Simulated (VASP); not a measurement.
VASP ran on this input.

File POSCAR:
```
Ni3Fe
1.0
  3.5402536788   0.0000000000   0.0000000000
  0.0000000000   3.5402536788   0.0000000000
  0.0000000000   0.0000000000   3.5402536788
Fe Ni
1 3
direct
  0.0000000000   0.0000000000   0.0000000000
  0.0000000000   0.5000000000   0.5000000000
  0.5000000000   0.0000000000   0.5000000000
  0.5000000000   0.5000000000   0.0000000000
```

File KPOINTS:
```
Automatic mesh
0
Gamma
  8 8 8
0 0 0
```

INCAR:
```
SYSTEM=Ni3Fe
PREC=Accurate; ENCUT=400; LREAL=F
LASPH=T
EDIFF=1E-6; NELM=100; ALGO=Normal
LMAXMIX=4
ISMEAR=1; SIGMA=0.1
GGA=PE
MAGMOM=3.0 3*0.7
ISPIN=2
IBRION=2; NSW=60; ISIF=3
EDIFFG=-0.02
LWAVE=F; LCHARG=F; LORBIT=10
```

POTCAR, in this order: Fe Ni (PBE.64 set). Program: vasp_std.

### Question
Write an equivalent input for Quantum ESPRESSO's pw.x.

### Answer
One equivalent input (not run):
```
&CONTROL
  calculation = 'vc-relax'
  pseudo_dir = './pseudo'
  outdir = './out'
  tprnfor = .true.
  tstress = .true.
  nstep = 60
  forc_conv_thr = 0.00078
/
&SYSTEM
  ibrav = 0
  nat = 4
  ntyp = 2
  ecutwfc = 98
  occupations = 'smearing'
  smearing = 'methfessel-paxton'
  degauss = 0.00735
  input_dft = 'pbe'
  nspin = 2
  starting_magnetization(1) = 0.3
  starting_magnetization(2) = 0.07
/
&ELECTRONS
  conv_thr = 7.3e-08
  electron_maxstep = 100
/
&IONS
/
&CELL
/
ATOMIC_SPECIES
  Fe 55.845 Fe.upf
  Ni 58.693 Ni.upf
CELL_PARAMETERS angstrom
     3.5402537   -0.0000000    0.0000000
    -0.0000000    3.5402537   -0.0000000
     0.0000000    0.0000000    3.5402537
ATOMIC_POSITIONS crystal
  Fe   0.0000000  0.0000000  0.0000000
  Ni   0.0000000  0.5000000  0.5000000
  Ni   0.5000000  0.0000000  0.5000000
  Ni   0.5000000  0.5000000  0.0000000
K_POINTS automatic
  8 8 8 0 0 0
```
The two are equivalent in intent, not identical: the potentials are each code's own (VASP's PAW set, PseudoDojo norm-conserving files in pw.x), so ENCUT and ecutwfc are chosen apart and not converted; conv_thr bounds pw.x's estimated SCF error, while EDIFF bounds the energy change between steps; starting_magnetization is a fraction of the valence charge and MAGMOM a moment in μB, so they match only roughly; forc_conv_thr acts on force components and is met together with etot_conv_thr.

The compound is Ni3Fe in the L1_2 structure. It was relaxed first. The start is the result of an earlier pass.
